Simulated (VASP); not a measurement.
```yaml
crystal:
  lattice:
    - [0.00000, 1.90000, 1.90000]
    - [1.90000, 0.00000, 1.90000]
    - [1.90000, 1.90000, 0.00000]
  atoms:
    - { symbol: Rh, position: [0.00000, 0.00000, 0.00000] }
```

Calculation: r2SCAN meta-GGA, VASP's PBE PAW potentials (set 64) (plane waves; VASP). Run with 480 eV cut-off, 16×16×16 Γ-centred mesh, first-order Methfessel-Paxton smearing of 0.10 eV, potentials Rh_pv.

Q: What does the run give for the energy per atom (σ→0), pressure, band gap (on the k-mesh) with the smallest direct gap where there is one?

A: 
```json
{
  "band gap (on the k-mesh)": "none (metal, semimetal or under 0.01 eV)",
  "energy per atom (σ→0)": "-24.136 eV/atom",
  "pressure": "1.24 GPa"
}
```

Total energies compare only between runs with the same potentials, cut-off and functional.

The compound is Rh in the fcc structure. The cell was not relaxed at this level.
